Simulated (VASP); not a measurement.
# SiNH₂F: harmonic vibrations of a molecule

SiNH₂F, molecule in box, 5 atoms in the cell. PBE, harmonic vibrations; PAW potentials N, Si, F, H (PBE set).

## Input

INCAR.step1:
```
  PREC = Accurate
  ENCUT = 400
  EDIFF = 1E-8
  ISMEAR = 0
  SIGMA = 0.01
  ISYM = 0
  LREAL = False
  LASPH = True
  NELM = 100
  ALGO = Normal
  LWAVE = False
  LCHARG = False
  IBRION = 2
  NSW = 60
  ISIF = 2
  EDIFFG = -0.002
  POTIM = 0.5
```

INCAR.step2, as INCAR.step1 but for:
```
- IBRION = 2
- NSW = 60
- ISIF = 2
- EDIFFG = -0.002
- POTIM = 0.5
+ IBRION = 5
+ NFREE = 2
+ POTIM = 0.015
+ NSW = 1
```

KPOINTS:
```
k-points
0
Gamma
  1 1 1
```

POSCAR.step1:
```
SiH2NF
1.0
   12.0000000000      0.0000000000      0.0000000000
    0.0000000000     12.0000000000      0.0000000000
    0.0000000000      0.0000000000     11.0000000000
N Si F H
1 1 1 2
Direct
    0.4555708300      0.5227583300      0.4636500000
    0.5020208300      0.4082833300      0.5396681800
    0.6211291700      0.4570166700      0.5847954500
    0.4977958300      0.5952166700      0.4554863600
    0.3810375000      0.5243416700      0.4213863600
```

Commands (each step's output is kept before the next begins):
```
cat potpaw_PBE.64/N/POTCAR potpaw_PBE.64/Si/POTCAR potpaw_PBE.64/F/POTCAR potpaw_PBE.64/H/POTCAR > POTCAR
cp INCAR.step1 INCAR
cp POSCAR.step1 POSCAR
mpirun -np 4 vasp_gam > vasp.out
cp CONTCAR POSCAR
cp INCAR.step2 INCAR
mpirun -np 4 vasp_gam > vasp.out
```

## Result

- Vibrations (cm⁻¹; a negative value is imaginary): 3566, 3452, 1509, 829, 782, 682, 498, 483, 292
- Zero-point energy (eV): 0.750
- Translations and rotations, which should read zero (cm⁻¹): -31, -25, -5, 1, 9, 14
- Vibrational entropy at 298 K (meV/K): 0.155
- Displaced cells: 30
- Ionic steps, all stages: 55
- Electronic steps, all stages: 878

VASP 6.6.1 took 1570 s on 4 cores (AMD EPYC 7R43 (Zen 3)), a shared host.
